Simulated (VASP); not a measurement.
Given:

```xyz
3
Lattice="1.8799 -3.2560 0.0000 1.8799 3.2560 0.0000 0.0000 0.0000 6.0609" Properties=species:S:1:pos:R:3 pbc="T T T"
Pt     0.0000     0.0000     6.0609
Se     1.8799     1.0853     1.3022
Se     1.8799    -1.0853     4.7586
```

These are PBE GGA, VASP's PBE PAW potentials (set 64) (plane waves; VASP) values and carry that method's errors. Settings: 480 eV cut-off, 6×6×4 Γ-centred mesh, Gaussian smearing of 0.050 eV, potentials Pt Se.

Energy and stress use the plane-wave basis of the starting cell. Without a dispersion term in the relaxation, distances and binding between the weakly bound layers, chains or molecules are unreliable, and so is what depends on them.

Problem. The ions, cell shape and volume at an external pressure of 30.0 GPa are relaxed. Which structure does the run end with?

Solution. 
```xyz
3
Lattice="1.8226 -3.1569 0.0000 1.8226 3.1569 0.0000 0.0000 0.0000 4.2508" Properties=species:S:1:pos:R:3 pbc="T T T"
Pt     0.0000     0.0000     4.2508
Se     1.8226     1.0523     1.2499
Se     1.8226    -1.0523     3.0008
```
Space group P-3m1 (164), at a tolerance of 0.03 Å.

Problem. How do energy and volume change from the first to the last step?

Solution. The energy (σ→0) changes by +358.2 meV/atom and the volume by -34.1 %, in 24 ionic steps.

```json
[
 {"step": "1", "E(σ→0) (eV)": "-14.2988", "max force (eV/Å)": "0.011", "pressure (GPa)": "-0.03", "volume (Å³)": "74.19"},
 {"step": "2", "E(σ→0) (eV)": "12.3269", "max force (eV/Å)": "31.776", "pressure (GPa)": "435.13", "volume (Å³)": "34.72"},
 {"step": "3", "E(σ→0) (eV)": "-13.7030", "max force (eV/Å)": "2.402", "pressure (GPa)": "21.22", "volume (Å³)": "63.72"},
 {"step": "4", "E(σ→0) (eV)": "-13.5100", "max force (eV/Å)": "2.835", "pressure (GPa)": "25.43", "volume (Å³)": "62.40"},
 {"step": "5", "E(σ→0) (eV)": "-13.2809", "max force (eV/Å)": "3.306", "pressure (GPa)": "30.12", "volume (Å³)": "61.07"},
 {"step": "6", "E(σ→0) (eV)": "-13.3411", "max force (eV/Å)": "2.543", "pressure (GPa)": "30.95", "volume (Å³)": "56.46"},
 {"step": "7", "E(σ→0) (eV)": "-11.5023", "max force (eV/Å)": "0.922", "pressure (GPa)": "64.65", "volume (Å³)": "43.24"},
 {"step": "8", "E(σ→0) (eV)": "-12.8517", "max force (eV/Å)": "2.481", "pressure (GPa)": "43.63", "volume (Å³)": "49.98"},
 {"step": "9", "E(σ→0) (eV)": "-12.4178", "max force (eV/Å)": "1.682", "pressure (GPa)": "51.30", "volume (Å³)": "46.58"},
 {"step": "10", "E(σ→0) (eV)": "-13.2187", "max force (eV/Å)": "1.152", "pressure (GPa)": "25.07", "volume (Å³)": "49.49"},
 {"step": "11", "E(σ→0) (eV)": "-13.1018", "max force (eV/Å)": "0.487", "pressure (GPa)": "31.09", "volume (Å³)": "48.66"},
 {"step": "12", "E(σ→0) (eV)": "-13.1589", "max force (eV/Å)": "0.359", "pressure (GPa)": "30.45", "volume (Å³)": "48.85"},
 {"step": "13", "E(σ→0) (eV)": "-13.2993", "max force (eV/Å)": "0.032", "pressure (GPa)": "28.61", "volume (Å³)": "49.41"},
 {"step": "14", "E(σ→0) (eV)": "-13.3475", "max force (eV/Å)": "0.119", "pressure (GPa)": "27.78", "volume (Å³)": "49.65"},
 {"step": "15", "E(σ→0) (eV)": "-13.1989", "max force (eV/Å)": "0.316", "pressure (GPa)": "31.81", "volume (Å³)": "48.82"},
 {"step": "16", "E(σ→0) (eV)": "-13.2361", "max force (eV/Å)": "0.270", "pressure (GPa)": "30.83", "volume (Å³)": "49.02"},
 {"step": "17", "E(σ→0) (eV)": "-13.2337", "max force (eV/Å)": "0.126", "pressure (GPa)": "30.26", "volume (Å³)": "48.97"},
 {"step": "18", "E(σ→0) (eV)": "-13.2281", "max force (eV/Å)": "0.018", "pressure (GPa)": "29.89", "volume (Å³)": "48.94"},
 {"step": "19", "E(σ→0) (eV)": "-13.2293", "max force (eV/Å)": "0.036", "pressure (GPa)": "29.95", "volume (Å³)": "48.94"},
 {"step": "20", "E(σ→0) (eV)": "-13.2254", "max force (eV/Å)": "0.021", "pressure (GPa)": "30.02", "volume (Å³)": "48.92"},
 {"step": "21", "E(σ→0) (eV)": "-13.2217", "max force (eV/Å)": "0.007", "pressure (GPa)": "30.09", "volume (Å³)": "48.90"},
 {"step": "22", "E(σ→0) (eV)": "-13.2212", "max force (eV/Å)": "0.004", "pressure (GPa)": "30.10", "volume (Å³)": "48.90"},
 {"step": "23", "E(σ→0) (eV)": "-13.2306", "max force (eV/Å)": "0.015", "pressure (GPa)": "29.82", "volume (Å³)": "48.95"},
 {"step": "24", "E(σ→0) (eV)": "-13.2243", "max force (eV/Å)": "0.002", "pressure (GPa)": "30.01", "volume (Å³)": "48.92"}
]
```

The compound is PtSe2 in the 1T layered structure. This run relaxes it under an external pressure of 30 GPa. Symmetry was kept, so distortions that lower it aren't found. The k-mesh is coarse (spacing up to 0.37 per Å, 2π included), so the numbers may not be converged in it.
